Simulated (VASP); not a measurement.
```yaml
crystal:
  lattice:
    - [0.00000, 1.78834, 1.78834]
    - [1.78834, 0.00000, 1.78834]
    - [1.78834, 1.78834, 0.00000]
  atoms:
    - { symbol: Cu, position: [0.00000, 0.00000, 0.00000] }
```

The numbers are results of r2SCAN meta-GGA, VASP's PBE PAW potentials (set 64) (plane waves; VASP), not measurements. Run with 530 eV cut-off, 16×16×16 Γ-centred mesh, first-order Methfessel-Paxton smearing of 0.10 eV, potentials Cu.

Finite-difference elastic constants of metals are sensitive to mesh and smearing; shear constants can be off by tens of GPa.

Task: Give the elastic stiffness tensor with the ions relaxed (GPa, in the frame of the cell).

Result: 
|  | xx | yy | zz | yz | xz | xy |
|---|---|---|---|---|---|---|
| xx | 191 | 151 | 151 | 0.0 | 0.0 | 0.0 |
| yy | 151 | 191 | 151 | 0.0 | 0.0 | 0.0 |
| zz | 151 | 151 | 191 | 0.0 | 0.0 | 0.0 |
| yz | 0.0 | 0.0 | 0.0 | 94.5 | 0.0 | 0.0 |
| xz | 0.0 | 0.0 | 0.0 | 0.0 | 94.5 | 0.0 |
| xy | 0.0 | 0.0 | 0.0 | 0.0 | 0.0 | 94.5 |

Task: Estimate the Hill bulk modulus, Hill shear modulus, Young's modulus, Poisson's ratio.

Result: 
```
Property               Value
------------------  --------
Hill bulk modulus    164 GPa
Hill shear modulus  51.2 GPa
Young's modulus      139 GPa
Poisson's ratio        0.359
```

Measured: C11 176 GPa at 0 K (computed value off by +8.3 %), C12 125 GPa at 0 K (computed value off by +21.0 %), C44 81.8 GPa at 0 K (computed value off by +15.6 %), as given by Cristiano Malica et al., Journal of Physics Condensed Matter (2021), arXiv:2109.00459 [extrapolated to 0 K; zero-point effects included].

The compound is Cu in the fcc structure. It was relaxed first.
